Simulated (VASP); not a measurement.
A cell of Na2S (antifluorite) near equilibrium:

```
Na2S
1.0
    0.00000     3.24509     3.24509
    3.24509     0.00000     3.24509
    3.24509     3.24509     0.00000
Na S
2 1
Cartesian
  1.62254   1.62254   1.62254
  4.86763   4.86763   4.86763
  0.00000   0.00000   0.00000
```

The numbers are results of r2SCAN meta-GGA, VASP's PBE PAW potentials (set 64) (plane waves; VASP), not measurements.

```
run               ΔE (meV/atom)   σxx   σyy   σzz  largest shear component, with its sign (GPa)  largest force (eV/Å)  gap (eV)
----------------  -------------  ----  ----  ----  --------------------------------------------  --------------------  --------
as it is                    0.0  0.20  0.20  0.20                                          0.00                 0.000      3.15
after one change            4.1  0.26  0.25  0.26                                          0.40                 0.255      3.11
```
Stress is in GPa, positive when the cell is compressed; gaps are those on the k-mesh, and 0.00 means metallic.

**Question.** What was changed between the two runs?
A) isotropic strain of +3.0 %
B) atom 3 (S) moved by 0.200 Å along y
C) atom 2 (Na) moved by 0.100 Å along y
D) isotropic strain of +0.5 %

**Answer.** C, atom 2 (Na) moved by 0.100 Å along y

The compound is Na2S in the antifluorite structure.
